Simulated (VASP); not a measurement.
Calculation: vdW-DF-cx, VASP's PBE PAW potentials (set 64) (plane waves; VASP).

A VASP calculation is set up with these files.

### POSCAR
```
C
1.0
  1.2335895858  -2.1366393409   0.0000000000
  1.2335895858   2.1366393409   0.0000000000
  0.0000000000   0.0000000000   6.5301516758
C
4
Cartesian
  0.0000000000   0.0000000000   1.6325379189
  1.2335895858  -2.1366393409   4.8976137569
  1.2335895858   0.7122145381   1.6325379189
  1.2335895858  -0.7122145381   4.8976137569
```

**INCAR**
```
SYSTEM = C
PREC = Accurate
ENCUT = 520
EDIFF = 1E-6
NELM = 100
ALGO = Normal
LREAL = .FALSE.
LASPH = .TRUE.
ISMEAR = 0
SIGMA = 0.05
GGA = CX
LUSE_VDW = .TRUE.
AGGAC = 0.0
LWAVE = .FALSE.
LCHARG = .FALSE.
IBRION = 2
ISIF = 3
NSW = 60
EDIFFG = -0.02
```

KPOINTS:
```
Automatic mesh
0
gamma
 9 9 3
0 0 0
```

POTCAR, in this order: C (PBE.64 set). Program: vasp_std.

Output of the run:

### OUTCAR
```
 ion  position               nearest neighbor table
   1  0.000  0.000  0.250-   3 1.42   3 1.42   3 1.42
   2  0.000  0.000  0.750-   4 1.42   4 1.42   4 1.42
   3  0.333  0.667  0.250-   1 1.42   1 1.42   1 1.42
   4  0.667  0.333  0.750-   2 1.42   2 1.42   2 1.42
  LATTYP: Found a hexagonal cell.
 ALAT       =     2.4671787408
 C/A-ratio  =     2.6468093161
 Subroutine PRICEL returns:
 Original cell was already a primitive cell.
 Subroutine GETGRP returns: Found 24 space group operations
The static configuration has the point symmetry D_3d.
 The point group associated with its full space group is D_6h.
The dynamic configuration has the point symmetry D_3d.
 Subroutine INISYM returns: Found 24 space group operations
 Subroutine IBZKPT returns following result:
 Found     24 irreducible k-points:

 Following reciprocal coordinates:
            Coordinates               Weight
  0.000000  0.000000  0.000000      1.000000
  0.111111 -0.000000  0.000000      6.000000
  0.222222  0.000000  0.000000      6.000000
  0.333333  0.000000  0.000000      6.000000
  0.444444  0.000000  0.000000      6.000000
...
```

### OSZICAR
```
       N       E                     dE             d eps       ncg     rms          rms(c)
DAV:   1     0.463748458064E+02    0.46375E+02   -0.84804E+03   584   0.124E+03
DAV:   2    -0.313030821131E+02   -0.77678E+02   -0.71283E+02   788   0.224E+02
DAV:   3    -0.347562125130E+02   -0.34531E+01   -0.34203E+01   716   0.471E+01
DAV:   4    -0.347946575936E+02   -0.38445E-01   -0.38405E-01   716   0.594E+00
DAV:   5    -0.347954584943E+02   -0.80090E-03   -0.80065E-03   712   0.827E-01    0.907E+00
DAV:   6    -0.331646369215E+02    0.16308E+01   -0.16344E+00   668   0.873E+00    0.529E+00
DAV:   7    -0.326459299336E+02    0.51871E+00   -0.18690E+00   652   0.952E+00    0.124E+00
DAV:   8    -0.326510793732E+02   -0.51494E-02   -0.61963E-02   664   0.170E+00    0.128E-01
DAV:   9    -0.326508003989E+02    0.27897E-03   -0.13707E-03   716   0.305E-01    0.665E-02
DAV:  10    -0.326509467221E+02   -0.14632E-03   -0.18990E-04   692   0.120E-01    0.312E-02
DAV:  11    -0.326509533208E+02   -0.65987E-05   -0.88199E-06   728   0.267E-02    0.545E-03
DAV:  12    -0.326509542431E+02   -0.92233E-06   -0.81968E-07   504   0.823E-03
   1 F= -.32650954E+02 E0= -.32650333E+02  d E =-.326510E+02
       N       E                     dE             d eps       ncg     rms          rms(c)
DAV:   1    -0.326509092638E+02    0.44057E-04   -0.61574E-03   628   0.785E-01    0.497E-02
DAV:   2    -0.326508643138E+02    0.44950E-04   -0.10089E-04   736   0.831E-02    0.334E-02
DAV:   3    -0.326508337271E+02    0.30587E-04   -0.48373E-05   712   0.522E-02    0.327E-03
DAV:   4    -0.326508339329E+02   -0.20575E-06   -0.16155E-06   624   0.944E-03
   2 F= -.32650834E+02 E0= -.32650213E+02  d E =0.120310E-03
       N       E                     dE             d eps       ncg     rms          rms(c)
DAV:   1    -0.326510149413E+02   -0.18121E-03   -0.28949E-03   624   0.539E-01    0.351E-02
DAV:   2    -0.326509946651E+02    0.20276E-04   -0.47202E-05   732   0.569E-02    0.236E-02
DAV:   3    -0.326509842285E+02    0.10437E-04   -0.22554E-05   708   0.358E-02    0.238E-03
DAV:   4    -0.326509840424E+02    0.18608E-06   -0.75418E-07   552   0.651E-03
   3 F= -.32650984E+02 E0= -.32650363E+02  d E =-.297992E-04
```

File OUTCAR:
```
------------------------ aborting loop because EDIFF is reached ----------------------------------------
  FORCE on cell =-STRESS in cart. coord.  units (eV):
  Direction    XX          YY          ZZ          XY          YZ          ZX
  --------------------------------------------------------------------------------------
  Total       -0.0032374     -0.0032374     -0.0245345      0.0000000     -0.0000000     -0.0000000
  in kB       -0.1505889     -0.1505889     -1.1412302      0.0000000     -0.0000000     -0.0000000
  external PRESSURE =      -0.4808027 kB  Pullay stress =       0.0000000 kB
  volume of cell :       34.44
      direct lattice vectors                 reciprocal lattice vectors
     1.234007085 -2.137362470  0.000000000     0.405184059 -0.233933180  0.000000000
     1.234007085  2.137362470 -0.000000000     0.405184059  0.233933180 -0.000000000
     0.000000000  0.000000000  6.529635190     0.000000000  0.000000000  0.153147913
 POSITION                                       TOTAL-FORCE (eV/Angst)
 -----------------------------------------------------------------------------------
      0.00000      0.00000      1.63241         0.000000     -0.000000      0.000000
      0.00000      0.00000      4.89723         0.000000      0.000000     -0.000000
      1.23401      0.71246      1.63241        -0.000000     -0.000000      0.000000
      1.23401     -0.71246      4.89723         0.000000      0.000000     -0.000000
 -----------------------------------------------------------------------------------
    total drift:                               -0.000000     -0.000000      0.000000
  FREE ENERGIE OF THE ION-ELECTRON SYSTEM (eV)
  ---------------------------------------------------
  free  energy   TOTEN  =       -32.6509840424 eV

  energy  without entropy=      -32.6497416628  energy(sigma->0) =      -32.65036285

 reached required accuracy - stopping structural energy minimisation
```
(Selected blocks of OUTCAR.)

**CONTCAR**
```
C
   1.00000000000000
     1.2340070850248517   -2.1373624702645464    0.0000000000000000
     1.2340070850248517    2.1373624702645464   -0.0000000000000000
     0.0000000000000000    0.0000000000000000    6.5296351902365233
  C
     4
Direct
     0.0000000000000000    0.0000000000000000    0.2500000000000000
     0.0000000000000000    0.0000000000000000    0.7500000000000000
     0.3333330000000032    0.6666669999999968    0.2500000000000000
     0.6666669999999968    0.3333330000000032    0.7500000000000000
```

OUTCAR:
```
 val. band max:        4.8100506616   @ k =   0.3333   0.3333   0.0000

 cond. band min:       4.8465406969   @ k =   0.3333   0.3333   0.3333


 Fermi energy:         4.8348706268

 k-point     1 :       0.0000    0.0000    0.0000
  band No.  band energies     occupation
      1     -14.7703      2.00000
      2     -14.3896      2.00000
      3      -3.8198      2.00000
      4      -1.5040      2.00000
      5       1.8331      2.00000
      6       1.8331      2.00000
      7       1.8580      2.00000
      8       1.8580      2.00000
      9       9.1803      0.00000
     10      13.1605      0.00000
     11      13.1703      0.00000
     12      13.2290      0.00000

 k-point     2 :       0.1111   -0.0000    0.0000
  band No.  band energies     occupation
      1     -14.4762      2.00000
      2     -14.1020      2.00000
      3      -3.4618      2.00000
      4      -1.1727      2.00000
      5       0.7086      2.00000
      6       0.7656      2.00000
      7       1.2545      2.00000
      8       1.2984      2.00000
      9       9.5306      0.00000
     10      13.2021      0.00000
     11      13.3402      0.00000
     12      14.3659      0.00000

 k-point     3 :       0.2222    0.0000    0.0000
  band No.  band energies     occupation
      1     -13.5993      2.00000
      2     -13.2446      2.00000
      3      -2.4017      2.00000
      4      -1.8565      2.00000
      5      -1.7422      2.00000
      6      -0.2020      2.00000
      7       0.0974      2.00000
      8       0.1587      2.00000
      9      10.5815      0.00000
     10      12.5204      0.00000
     11      12.8811      0.00000
     12      13.1968      0.00000

 k-point     4 :       0.3333    0.0000    0.0000
  band No.  band energies     occupation
      1     -12.1611      2.00000
      2     -11.8384      2.00000
      3      -4.8043      2.00000
      4      -4.6312      2.00000
      5      -0.9214      2.00000
      6      -0.8517      2.00000
...
```

The compound is C in the graphite structure. This run relaxes it. Symmetry was kept, so distortions that lower it aren't found. The k-mesh is coarse (spacing up to 0.33 per Å, 2π included), so the numbers may not be converged in it. The start is the result of an earlier pass.
